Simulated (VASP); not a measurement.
The system is Al3Au.

```
Au Al
1.0
    -2.02533    2.02533    4.05660
     2.02533   -2.02533    4.05660
     2.02533    2.02533   -4.05660
Au Al
1 3
Direct
  0.00000 0.00000 0.00000
  0.50000 0.50000 0.00000
  0.25000 0.75000 0.50000
  0.75000 0.25000 0.50000
```

The cell comes from a database or a generator and needn't be the stable form of this composition.

| Quantity | Value |
| --- | --- |
| Program | VASP 6.6.1 |
| Task | relaxation of cell and atoms |
| Functional | r2SCAN |
| Dispersion | D3(BJ) |
| Potentials or basis | VASP PAW PBE potentials, release 64 (Au, Al) |
| Cutoff | 600 eV |
| k mesh | 9 × 9 × 9 |
| Occupations | methfessel-paxton, width 0.1 eV |
| Spin | no spin polarisation |

At the start: pressure -5.1 GPa; volume 16.64 Å³/atom.

Problem. How do energy, volume and symmetry change on relaxing?

Solution. Over 3 steps the energy falls by 13.5 meV/atom and the volume is 15.83 Å³/atom (-4.9 %); space group I4/mmm (No. 139, to 0.05 Å).

Step by step:
| step | energy change (eV) | largest force (eV/Å) | pressure (GPa) | volume (Å³) |
| --- | --- | --- | --- | --- |
| 1 | 0.0000 | 0.0000 | -5.09 | 66.56 |
| 2 | -0.0360 | 0.0000 | 3.45 | 61.60 |
| 3 | -0.0540 | 0.0000 | 0.02 | 63.33 |

Final structure:
```xyz
4
Lattice="-1.9928 1.9928 3.9868 1.9928 -1.9928 3.9868 1.9928 1.9928 -3.9868" Properties=species:S:1:pos:R:3 pbc="T T T"
Au    0.0000    0.0000    0.0000
Al    0.0000    0.0000    3.9868
Al    1.9928    0.0000    1.9934
Al    0.0000    1.9928    1.9934
```

Caveat: the PAW data sets were made with another functional, which shifts forces and pressure a little; pairwise dispersion overbinds metals, which lowers pressure and volume.
